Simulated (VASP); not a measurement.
Input:

```
CELL_PARAMETERS angstrom
      1.82839    -3.16686     0.00000
      1.82839     3.16686     0.00000
      0.00000     0.00000     5.64381
ATOMIC_POSITIONS crystal
  Y  0.33333 0.66667 0.25000
  Y  0.66667 0.33333 0.75000
```

Method: PBE GGA, VASP's PBE PAW potentials (set 64) (plane waves; VASP 6.6.1). Settings: 480 eV cut-off, 10×10×6 Γ-centred mesh, first-order Methfessel-Paxton smearing of 0.10 eV, potentials Y_sv.

Each relaxation starts from this cell; other phases were not tried.

Q: The cell is relaxed at 5 GPa. What happens?

A: The volume per atom goes from 32.68 to 29.52 Å³ (-9.7 %), and the cell becomes a = b = 3.535 Å, c = 5.456 Å, α = β = 90.00°, γ = 120.00°, space group P6_3/mmc.

Q: The cell is relaxed at 15 GPa. What happens?

A: The volume per atom goes from 32.68 to 25.36 Å³ (-22.4 %), and the cell becomes a = b = 3.3362 Å, c = 5.2619 Å, α = β = 90.00°, γ = 120.00°, space group P6_3/mmc.

Failed runs are left out, and for metals the shear rows, which the mesh's noise covers.

The compound is Y in the hcp structure.
